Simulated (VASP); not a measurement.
```
CELL_PARAMETERS angstrom
      3.18304     0.00000     0.00000
     -1.59152     2.75660     0.00000
      0.00000     0.00000     4.01779
ATOMIC_POSITIONS crystal
  Yb 0.00000 0.00000 0.00000
  B  0.33333 0.66667 0.50000
  B  0.66667 0.33333 0.50000
```

Computed with r2SCAN+rVV10 with spin-orbit coupling, VASP's PBE PAW potentials (set 64) (plane waves; VASP 6.6.1). Run with 520 eV cut-off, 10×10×7 Γ-centred mesh, Gaussian smearing of 0.050 eV, potentials Yb_2 B.

The 4f electrons are frozen in the core of the lanthanide potential, so 4f levels, which can set the real gap, and their magnetism are missing.

Problem. Give the energies of bands 7 to 20 at the high-symmetry points, in eV from the Fermi level.

Solution. 
```json
[
 {"band": "7", "Γ": "-11.56", "M": "-7.28", "K": "-6.39", "A": "-9.84", "L": "-8.27", "H": "-6.98"},
 {"band": "8", "Γ": "-11.56", "M": "-7.28", "K": "-6.39", "A": "-9.84", "L": "-8.27", "H": "-6.98"},
 {"band": "9", "Γ": "-1.58", "M": "-7.13", "K": "-6.19", "A": "-5.51", "L": "-5.77", "H": "-6.97"},
 {"band": "10", "Γ": "-1.58", "M": "-7.13", "K": "-6.19", "A": "-5.51", "L": "-5.77", "H": "-6.97"},
 {"band": "11", "Γ": "0.09", "M": "-1.94", "K": "-4.80", "A": "0.96", "L": "-2.00", "H": "-3.46"},
 {"band": "12", "Γ": "0.09", "M": "-1.94", "K": "-4.80", "A": "0.96", "L": "-2.00", "H": "-3.46"},
 {"band": "13", "Γ": "0.27", "M": "-1.25", "K": "-0.32", "A": "0.96", "L": "-1.38", "H": "-0.18"},
 {"band": "14", "Γ": "0.27", "M": "-1.25", "K": "-0.32", "A": "0.96", "L": "-1.38", "H": "-0.18"},
 {"band": "15", "Γ": "0.30", "M": "0.88", "K": "-0.29", "A": "4.07", "L": "-0.10", "H": "0.16"},
 {"band": "16", "Γ": "0.30", "M": "0.88", "K": "-0.29", "A": "4.07", "L": "-0.10", "H": "0.16"},
 {"band": "17", "Γ": "7.01", "M": "3.45", "K": "4.83", "A": "4.99", "L": "6.10", "H": "7.18"},
 {"band": "18", "Γ": "7.01", "M": "3.45", "K": "4.83", "A": "4.99", "L": "6.10", "H": "7.18"},
 {"band": "19", "Γ": "7.32", "M": "7.08", "K": "4.88", "A": "5.05", "L": "6.81", "H": "9.29"},
 {"band": "20", "Γ": "7.32", "M": "7.08", "K": "4.88", "A": "5.05", "L": "6.81", "H": "9.29"}
]
```

It has no gap at this level: it comes out as a metal or semimetal.

The structure comes from a measured YbB2 entry (P6/mmm) of the Crystallography Open Database, whose conditions weren't checked. It was relaxed first.
